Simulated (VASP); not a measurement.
The input files of a VASP run:

File KPOINTS:
```
Automatic mesh
0
Gamma
8 8 4
0 0 0
```

POSCAR:
```
HfS2
1
    1.7943541318    -3.1079123147    -0.0000000000
    1.7943541318     3.1079123147     0.0000000000
   -0.0000000000     0.0000000000     5.9074480166
Hf S
1 2
Direct
  0.0000000000   0.0000000000   1.0000000000
  0.3333330000   0.6666670000   0.2447732326
  0.6666670000   0.3333330000   0.7552267674
```

INCAR:
```
SYSTEM = HfS2
PREC = Accurate
ENCUT = 480
EDIFF = 1E-7
NELM = 100
ALGO = Normal
LREAL = .FALSE.
LASPH = .TRUE.
ISMEAR = 0
SIGMA = 0.05
GGA = PS
LMAXMIX = 6
LWAVE = .FALSE.
LCHARG = .FALSE.
ISIF = 3
IBRION = 2
NSW = 40
EDIFFG = -0.01
PSTRESS = 10
```

POTCAR, in this order: Hf_pv S (PBE.64 set). Program: vasp_std.

Problem. Write an equivalent input for Quantum ESPRESSO's pw.x.

Solution. One equivalent input (not run):
```
&CONTROL
  calculation = 'vc-relax'
  pseudo_dir = './pseudo'
  outdir = './out'
  tprnfor = .true.
  tstress = .true.
  nstep = 40
  forc_conv_thr = 0.00039
/
&SYSTEM
  ibrav = 0
  nat = 3
  ntyp = 2
  ecutwfc = 58
  occupations = 'smearing'
  smearing = 'gaussian'
  degauss = 0.003675
  input_dft = 'pbesol'
/
&ELECTRONS
  conv_thr = 7.3e-09
  electron_maxstep = 100
/
&IONS
/
&CELL
  press = 10
/
ATOMIC_SPECIES
  Hf 178.490 Hf.upf
  S 32.060 S.upf
CELL_PARAMETERS angstrom
     1.7943541   -3.1079123   -0.0000000
     1.7943541    3.1079123    0.0000000
    -0.0000000    0.0000000    5.9074480
ATOMIC_POSITIONS crystal
  Hf   0.0000000  0.0000000  1.0000000
  S    0.3333330  0.6666670  0.2447732
  S    0.6666670  0.3333330  0.7552268
K_POINTS automatic
  8 8 4 0 0 0
```
The two are equivalent in intent, not identical: the potentials are each code's own (VASP's PAW set, PseudoDojo norm-conserving files in pw.x), so ENCUT and ecutwfc are chosen apart and not converted; conv_thr bounds pw.x's estimated SCF error, while EDIFF bounds the energy change between steps; forc_conv_thr acts on force components and is met together with etot_conv_thr.

The compound is HfS2 in the 1T layered structure. This run relaxes it under an external pressure of 1 GPa. Symmetry was kept, so distortions that lower it aren't found.
